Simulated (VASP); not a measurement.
Here is the system:

```yaml
crystal:
  lattice:
    - [0.00000, 2.63760, 2.63760]
    - [2.63760, 0.00000, 2.63760]
    - [2.63760, 2.63760, 0.00000]
  atoms:
    - { symbol: Si, position: [0.25000, 0.25000, 0.25000] }
    - { symbol: Si, position: [0.75000, 0.75000, 0.75000] }
    - { symbol: Ni, position: [0.00000, 0.00000, 0.00000] }
```

Calculation: SCAN meta-GGA, VASP's PBE PAW potentials (set 64) (plane waves; VASP). Run with 520 eV cut-off, 10×10×10 Γ-centred mesh, first-order Methfessel-Paxton smearing of 0.10 eV, potentials Si Ni.

### Question
Give the stress tensor in GPa (positive for a compressed cell).

### Answer

```
10.49   0.00   0.00
 0.00  10.49   0.00
 0.00   0.00  10.49
```
The pressure is its mean diagonal, 10.49 GPa.

The compound is NiSi2 in the fluorite structure. This cell is one point of a volume scan, at 0.94 of the reference volume. The run is not spin-polarised, so no magnetic state was tried.
